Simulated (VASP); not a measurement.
Input for VASP

### POSCAR
```
Se
1
    2.8105600000     0.0000000000     0.0000000000
    0.0000000000     2.8105600000     0.0000000000
    0.0000000000     0.0000000000     2.8105600000
Se
1
Direct
  0.0000000000   0.0000000000   0.0000000000
```

File KPOINTS:
```
Automatic mesh
0
Gamma
12 12 12
0 0 0
```

INCAR:
```
! general
SYSTEM  = Se
PREC    = Accurate
ENCUT   = 400
LREAL   = F
LASPH   = T

! electronic loop
EDIFF   = 1E-6
NELM    = 100
ALGO    = Normal
LMAXMIX = 4
LMIXTAU = T

! smearing
ISMEAR  = 1
SIGMA   = 0.1

! functional
METAGGA = R2SCAN

! ions
IBRION  = 2
NSW     = 60
ISIF    = 3
EDIFFG  = -0.01

! output
LWAVE   = F
LCHARG  = F
```

POTCAR, in this order: Se (PBE.64 set). Program: vasp_std.

**Question.** Translate this r2SCAN calculation to Ansatz.

**Answer.** One equivalent input (not run):
Ansatz 0.2 input:
```yaml
crystal:
  lattice:
    - [2.8105600, 0.0000000, 0.0000000]
    - [0.0000000, 2.8105600, 0.0000000]
    - [0.0000000, 0.0000000, 2.8105600]
  atoms:
    - { symbol: Se, position: [0.0000000, 0.0000000, 0.0000000] }
kpoints:
  mp_grid: { grid: [12, 12, 12] }
hamiltonian:
  xc: r2scan
  pseudopotentials: { kind: paw }
scf:
  occupations: { method: methfessel_paxton, width: 0.1 }
  max_iter: 100
relax:
  max_steps: 60
  f_tol: 0.01
  cell: {}
output: { forces: true, stress: true, eigenvalues: true }
```
Limits of the translation: each code has its own PAW files, so the cut-off isn't converted (ENCUT is set for VASP's; basis.ecutwfc is left out, and Ansatz then takes the one that its files recommend); Ansatz stops its SCF on the density residual and VASP on the energy change (EDIFF).

The structure comes from a computed database's Se entry (Pm-3m); how it stands against other phases isn't given here. This run relaxes it. Symmetry was kept, so distortions that lower it aren't found.
